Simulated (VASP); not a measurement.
VASP runs on WC (wc) share one base input (PBE GGA, plane waves, VASP's PBE PAW potentials (set 64)) and change the settings named in each case.

**POSCAR**
```
WC
1.0
  1.4841000000  -2.5705370000   0.0000000000
  1.4841000000   2.5705370000   0.0000000000
  0.0000000000   0.0000000000   2.8968000000
W C
1 1
direct
  0.0000000000   0.0000000000   0.0000000000
  0.3333330000   0.6666670000   0.5000000000
```

**KPOINTS**
```
Automatic mesh
0
Gamma
13 13 11
0 0 0
```

INCAR:
```
SYSTEM = WC
PREC = Accurate; ENCUT = 520; LREAL = .False.
LASPH = .True.
EDIFF = 1E-6; NELM = 100; ALGO = Normal
LMAXMIX = 6
ISMEAR = 1; SIGMA = 0.1
GGA = PE
ISIF = 2
LWAVE = .False.; LCHARG = .False.
```

POTCAR, in this order: W_sv C (PBE.64 set). Program: vasp_std.

```tsv
change	E(σ→0) (eV/atom)	pressure (GPa)	−TS (eV)
base run	-11.1988	-16.21	-0.0004
LDAU = .TRUE., LDAUJ = 0 0, LDAUL = 2 -1, LDAUTYPE = 2, LDAUU = 1.0 0	-10.6428	(withheld)	(withheld)
LDAU = .TRUE., LDAUJ = 0 0, LDAUL = 2 -1, LDAUTYPE = 2, LDAUU = 2.0 0	-10.0892	-12.42	-0.0001
LDAU = .TRUE., LDAUJ = 0 0, LDAUL = 2 -1, LDAUTYPE = 2, LDAUU = 3.0 0	-9.5382	-10.44	0.0000
LDAU = .TRUE., LDAUJ = 0 0, LDAUL = 2 -1, LDAUTYPE = 2, LDAUU = 4.0 0	-8.9899	-8.41	0.0000
LDAU = .TRUE., LDAUJ = 0 0, LDAUL = 2 -1, LDAUTYPE = 2, LDAUU = 5.0 0	-8.4443	-6.33	0.0000
LDAU = .TRUE., LDAUJ = 0 0, LDAUL = 2 -1, LDAUTYPE = 2, LDAUU = 6.0 0	-7.9017	-4.16	0.0001
LDAU = .TRUE., LDAUJ = 0 0, LDAUL = 2 -1, LDAUTYPE = 2, LDAUU = 8.0 0	-6.8256	0.40	0.0003
LDAU = .TRUE., LDAUJ = 0 0, LDAUL = 2 -1, LDAUTYPE = 2, LDAUU = 5.0 0, LMAXMIX = 2	-8.4443	-6.33	0.0000
```

Task: What belongs in the gaps?

Result: 
- LDAU = .TRUE., LDAUJ = 0 0, LDAUL = 2 -1, LDAUTYPE = 2, LDAUU = 1.0 0, pressure (GPa): -14.35
- LDAU = .TRUE., LDAUJ = 0 0, LDAUL = 2 -1, LDAUTYPE = 2, LDAUU = 1.0 0, −TS (eV): -0.0002

Energies of different potentials or functionals have different zeros. Unless said otherwise, spin-orbit coupling is left out, though it shifts the bands of the heavy elements here.

Left out are runs that ran out of time, are held back, or changed the cell or the kind of run, fixed moments of cells without a moment, rows past the twelfth, gaps on odd meshes, pressures of charged cells and columns that move by less than the noise.

The compound is WC in the wc structure. The cell was not relaxed at this level.
